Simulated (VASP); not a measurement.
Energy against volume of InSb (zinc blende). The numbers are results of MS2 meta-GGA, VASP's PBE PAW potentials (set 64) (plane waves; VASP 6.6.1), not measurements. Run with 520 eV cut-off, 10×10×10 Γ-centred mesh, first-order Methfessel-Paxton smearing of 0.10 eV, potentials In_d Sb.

| V (Å³/atom) | E (eV/atom) |
|---|---|
| 32.494 | 0.12941 |
| 33.531 | 0.11408 |
| 34.568 | 0.10895 |
| 35.605 | 0.11239 |

### Question
Fit these four points and predict the energy of the run at 36.642 Å³/atom.

### Answer
A cubic in V^(−2/3), the third-order Birch-Murnaghan form, passes through the four points with V0 = 34.64 Å³/atom and B0 = 44 GPa, and gives 0.1230 eV/atom there. The run gave 0.1231 eV/atom, +0.1 meV/atom from the fit; all five points give B0 = 44 GPa.

The compound is InSb in the zinc blende structure. It was relaxed first.
